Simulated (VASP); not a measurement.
These are TPSS meta-GGA, VASP's PBE PAW potentials (set 64) (plane waves; VASP) values and carry that method's errors.

The input files of a VASP run:

**KPOINTS**
```
Automatic mesh
0
G
 18 18 18
```

INCAR:
```
ALGO  =  Normal
EDIFF  =  1E-7
ENCUT  =  520
ISIF  =  2
ISMEAR  =  1
ISPIN  =  2
LASPH  =  .TRUE.
LCHARG  =  .FALSE.
LMAXMIX  =  4
LMIXTAU  =  .TRUE.
LORBIT  =  10
LREAL  =  .FALSE.
LWAVE  =  .FALSE.
MAGMOM  =  2.1
METAGGA  =  TPSS
NELM  =  100
PREC  =  Accurate
SIGMA  =  0.1
SYSTEM  =  Fe
```

**POSCAR**
```
Fe
1
   -1.4008720313     1.4008720313     1.4008720313
    1.4008720313    -1.4008720313     1.4008720313
    1.4008720313     1.4008720313    -1.4008720313
Fe
1
Direct
  0.0000000000   0.0000000000   0.0000000000
```

POTCAR, in this order: Fe (PBE.64 set). Program: vasp_std.

### Question
Predict the energy per atom (σ→0), cell moment, band gap (on the k-mesh).

### Answer

```json
{
 "energy per atom (σ→0)": "-15959 meV/atom",
 "cell_moment": "2.16 μB",
 "band gap (on the k-mesh)": "none (metal, semimetal or under 0.01 eV)"
}
```

OSZICAR:
```
...
DAV:  11    -0.159587023240E+02   -0.80498E-04   -0.60642E-04  7565   0.374E-01    0.934E-02
DAV:  12    -0.159586856970E+02    0.16627E-04   -0.33430E-04  7534   0.261E-01    0.333E-02
DAV:  13    -0.159586820966E+02    0.36004E-05   -0.15753E-06  8229   0.166E-02    0.195E-02
DAV:  14    -0.159586833898E+02   -0.12932E-05   -0.63749E-06  8802   0.282E-02    0.487E-03
DAV:  15    -0.159586823657E+02    0.10241E-05   -0.25729E-07  5986   0.674E-03    0.916E-04
DAV:  16    -0.159586824983E+02   -0.13257E-06   -0.72340E-08  3545   0.353E-03    0.228E-04
DAV:  17    -0.159586825090E+02   -0.10683E-07   -0.29465E-09  3543   0.796E-04
   1 F= -.15958683E+02 E0= -.15958511E+02  d E =-.514958E-03  mag=     2.1574
```

The compound is Fe in the bcc structure. It was relaxed first, which changed the volume by -7 %.
